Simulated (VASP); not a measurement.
Al2W3:

```
Al W
1.0
     2.24000    1.29326    4.57333
    -2.24000    1.29326    4.57333
     0.00000   -2.58653    4.57333
Al W
2 3
Direct
  0.60000 0.60000 0.60000
  0.40000 0.40000 0.40000
  0.20000 0.20000 0.20000
  0.80000 0.80000 0.80000
  0.00000 0.00000 0.00000
```

The cell was built by a generator and needn't be a form met in nature.

* Program: VASP 6.6.1
* Task: relaxation of cell and atoms
* Functional: PBE
* Potentials or basis: VASP PAW PBE potentials, release 64 (Al, W_sv)
* Cutoff: 520 eV
* k mesh: 5 × 5 × 5
* Occupations: gaussian, width 0.15 eV
* Spin: no spin polarisation

At the start: pressure -4.9 GPa; volume 15.90 Å³/atom.

Question: How do energy, volume and symmetry change on relaxing?

Answer: Over 9 steps the energy falls by 50.6 meV/atom and the volume is 15.77 Å³/atom (-0.8 %); space group R-3m (No. 166, to 0.05 Å).

The path:
```tsv
step	energy change (eV)	largest force (eV/Å)	pressure (GPa)	volume (Å³)
1	0.0000	1.8139	-4.93	79.49
2	0.0308	0.6436	15.13	73.95
3	-0.1580	0.8335	3.30	76.70
4	-0.2268	0.2424	-1.33	78.91
5	-0.2268	0.2450	-0.94	78.81
6	-0.2498	0.1663	0.28	78.60
7	-0.2498	0.1698	0.15	78.61
8	-0.2521	0.0895	-0.07	78.73
9	-0.2528	0.0241	-0.35	78.85
```

Final structure:
```xyz
5
Lattice="2.2368 1.2914 4.5494 -2.2368 1.2914 4.5494 0.0000 -2.5829 4.5494" Properties=species:S:1:pos:R:3 pbc="T T T"
Al    0.0000    0.0000    8.2403
Al    0.0000    0.0000    5.4080
W     0.0000    0.0000    2.6150
W     0.0000    0.0000   11.0333
W     0.0000    0.0000    0.0000
```
